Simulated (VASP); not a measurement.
Computed with vdW-DF2, VASP's PBE PAW potentials (set 64) (plane waves; VASP).

VASP ran on this input.

### INCAR
```
AGGAC = 0.0
ALGO = Normal
EDIFF = 1E-7
ENCUT = 520
GGA = ML
ISIF = 2
ISMEAR = -5
LASPH = .True.
LCHARG = .True.
LMAXMIX = 6
LORBIT = 11
LREAL = .False.
LUSE_VDW = .True.
LWAVE = .False.
NEDOS = 601
NELM = 100
PREC = Accurate
SYSTEM = HgTe
ZAB_VDW = -1.8867
```

File KPOINTS:
```
Automatic
0
Gamma
 10 10 10
0 0 0
```

**POSCAR**
```
HgTe
1.0
  0.0000000000   3.4485979662   3.4485979662
  3.4485979662   0.0000000000   3.4485979662
  3.4485979662   3.4485979662   0.0000000000
Hg Te
1 1
direct
  0.0000000000   0.0000000000   0.0000000000
  0.2500000000   0.2500000000   0.2500000000
```

POTCAR, in this order: Hg Te (PBE.64 set). Program: vasp_std.

The run wrote:

### OUTCAR
```
 ion  position               nearest neighbor table
   1  0.000  0.000  0.000-   2 2.99   2 2.99   2 2.99   2 2.99
   2  0.250  0.250  0.250-   1 2.99   1 2.99   1 2.99   1 2.99
  LATTYP: Found a face centered cubic cell.
 ALAT       =     6.8971959324
 Subroutine PRICEL returns:
 Original cell was already a primitive cell.
 Subroutine GETGRP returns: Found 24 space group operations
The static configuration has the point symmetry T_d .
The dynamic configuration has the point symmetry T_d .
 Subroutine INISYM returns: Found 24 space group operations
 Subroutine IBZKPT returns following result:
 Found     47 irreducible k-points:

 Following reciprocal coordinates:
            Coordinates               Weight
  0.000000  0.000000  0.000000      1.000000
  0.100000  0.000000  0.000000      8.000000
  0.200000  0.000000  0.000000      8.000000
  0.300000  0.000000  0.000000      8.000000
  0.400000  0.000000  0.000000      8.000000
  0.500000  0.000000  0.000000      4.000000
  0.100000  0.100000  0.000000      6.000000
  0.200000  0.100000  0.000000     24.000000
  0.300000  0.100000  0.000000     24.000000
  0.400000  0.100000  0.000000     24.000000
  0.500000  0.100000  0.000000     24.000000
 -0.400000  0.100000  0.000000     24.000000
 -0.300000  0.100000  0.000000     24.000000
 -0.200000  0.100000  0.000000     24.000000
 -0.100000  0.100000  0.000000     12.000000
  0.200000  0.200000  0.000000      6.000000
  0.300000  0.200000  0.000000     24.000000
  0.400000  0.200000  0.000000     24.000000
  0.500000  0.200000  0.000000     24.000000
 -0.400000  0.200000  0.000000     24.000000
 -0.300000  0.200000  0.000000     24.000000
 -0.200000  0.200000  0.000000     12.000000
  0.300000  0.300000  0.000000      6.000000
  0.400000  0.300000  0.000000     24.000000
...
```

OSZICAR:
```
       N       E                     dE             d eps       ncg     rms          rms(c)
DAV:   1     0.109650105108E+03    0.10965E+03   -0.77922E+03  1222   0.116E+03
DAV:   2     0.610751498805E+01   -0.10354E+03   -0.98120E+02  1342   0.255E+02
DAV:   3     0.117001716044E+01   -0.49375E+01   -0.49122E+01  1517   0.574E+01
DAV:   4     0.111995925378E+01   -0.50058E-01   -0.50045E-01  1612   0.543E+00
DAV:   5     0.111960732732E+01   -0.35193E-03   -0.35192E-03  1447   0.378E-01    0.464E+00
DAV:   6     0.136343182236E+01    0.24382E+00   -0.63695E-01  1382   0.103E+01    0.402E+00
DAV:   7     0.136488441834E+01    0.14526E-02   -0.93462E-02  1272   0.228E+00    0.181E+00
DAV:   8     0.136488241907E+01   -0.19993E-05   -0.63877E-03  1347   0.996E-01    0.517E-01
DAV:   9     0.136466263876E+01   -0.21978E-03   -0.12986E-03  1422   0.375E-01    0.559E-02
DAV:  10     0.136460590006E+01   -0.56739E-04   -0.11101E-04  1283   0.111E-01    0.515E-02
DAV:  11     0.136458227384E+01   -0.23626E-04   -0.35411E-05  1262   0.667E-02    0.897E-03
DAV:  12     0.136458196716E+01   -0.30668E-06   -0.18667E-06  1415   0.131E-02    0.507E-03
DAV:  13     0.136458220259E+01    0.23543E-06   -0.18513E-07  1287   0.434E-03    0.215E-03
DAV:  14     0.136458237185E+01    0.16925E-06   -0.25591E-08   851   0.167E-03    0.217E-04
DAV:  15     0.136458238822E+01    0.16370E-07   -0.39757E-09   626   0.776E-04
   1 F= 0.13645824E+01 E0= 0.13645824E+01  d E =0.000000E+00
```

### OUTCAR
```
------------------------ aborting loop because EDIFF is reached ----------------------------------------
  FORCE on cell =-STRESS in cart. coord.  units (eV):
  Direction    XX          YY          ZZ          XY          YZ          ZX
  --------------------------------------------------------------------------------------
  Total       -0.0033040     -0.0033040     -0.0033040      0.0000000     -0.0000000      0.0000000
  in kB       -0.0645347     -0.0645347     -0.0645347      0.0000000     -0.0000000      0.0000000
  external PRESSURE =      -0.0645347 kB  Pullay stress =       0.0000000 kB
  volume of cell :       82.03
      direct lattice vectors                 reciprocal lattice vectors
     0.000000000  3.448597966  3.448597966    -0.144986457  0.144986457  0.144986457
     3.448597966  0.000000000  3.448597966     0.144986457 -0.144986457  0.144986457
     3.448597966  3.448597966  0.000000000     0.144986457  0.144986457 -0.144986457
 POSITION                                       TOTAL-FORCE (eV/Angst)
 -----------------------------------------------------------------------------------
      0.00000      0.00000      0.00000        -0.000000     -0.000000     -0.000000
      1.72430      1.72430      1.72430         0.000000      0.000000      0.000000
 -----------------------------------------------------------------------------------
    total drift:                                0.000000      0.000000      0.000000
  FREE ENERGIE OF THE ION-ELECTRON SYSTEM (eV)
  ---------------------------------------------------
  free  energy   TOTEN  =         1.3645823882 eV

  energy  without entropy=        1.3645823882  energy(sigma->0) =        1.36458239

 total charge

# of ion       s       p       d       tot
------------------------------------------
    1        0.753   0.283   9.375  10.411
    2        1.413   1.909   0.017   3.340
--------------------------------------------------
tot          2.166   2.193   9.392  13.751
```
(Selected blocks of OUTCAR.)

For a metal the tetrahedron method with Blöchl corrections gives inexact stress and forces.

The compound is HgTe in the zinc blende structure. It was relaxed first, which changed the volume by +22 %.
